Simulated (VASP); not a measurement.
**Ag3SbTe4: single point with PBE+D4**

Ag3SbTe4:

```
Ag Sb Te
1.0
     5.98547    0.00000    0.00000
     0.00000    5.98547    0.00000
     0.00000    0.00000    5.98547
Ag Sb Te
3 1 4
Cartesian
  0.0000 2.9927 2.9927
  2.9927 0.0000 2.9927
  2.9927 2.9927 0.0000
  2.9927 2.9927 2.9927
  2.9927 0.0000 0.0000
  0.0000 2.9927 0.0000
  0.0000 0.0000 2.9927
  0.0000 0.0000 0.0000
```

The cell comes from a database or a generator and needn't be the stable form of this composition.

| Property | Result |
| --- | --- |
| Program | VASP 6.6.1 |
| Task | single point |
| Functional | PBE |
| Dispersion | D4 |
| Potentials or basis | VASP PAW PBE potentials, release 64 (Ag, Sb, Te) |
| Cutoff | 520 eV |
| k mesh | 4 × 4 × 4 |
| Occupations | methfessel-paxton, width 0.05 eV |
| Spin | no spin polarisation |
| Dipole correction | no |
| Further INCAR settings | ALGO = Normal; EDIFF = 1e-06; NBANDS = 41 |

| Item | Value |
| --- | --- |
| Pressure | -3.0 GPa |
| Band gap on the k mesh | none (metal or under the smearing width) |
| Dispersion energy per atom | -0.510 eV |

Levels at points of the mesh, in eV from the Fermi level:
| k point | band 27 | band 28 | band 29 | band 30 | band 31 | band 32 | band 33 | band 34 | band 35 | band 36 |
| --- | --- | --- | --- | --- | --- | --- | --- | --- | --- | --- |
| (0.00, 0.00, 0.00) | -2.39 | -2.39 | -2.39 | -0.24 | -0.24 | -0.24 | 0.04 | 0.04 | 1.70 | 3.56 |
| (0.50, 0.00, 0.00) | -2.06 | -2.06 | -2.01 | -1.41 | -1.16 | -0.70 | -0.70 | 3.36 | 3.40 | 3.52 |
| (0.50, 0.50, 0.00) | -1.92 | -1.78 | -1.78 | -1.25 | -0.95 | 0.20 | 1.12 | 1.12 | 3.55 | 3.64 |
| (0.50, 0.50, 0.50) | -1.68 | -1.68 | -0.24 | 0.40 | 0.40 | 0.40 | 1.21 | 1.21 | 1.21 | 3.31 |

It took 93 s on 1 thread of AMD EPYC 7R13 Processor (Zen 3) (shared host), peak memory 0.33 GiB.

Caveat: pairwise dispersion overbinds metals, which lowers pressure and volume. The run has no spin-orbit coupling, so splittings on Sb, Te are missing.
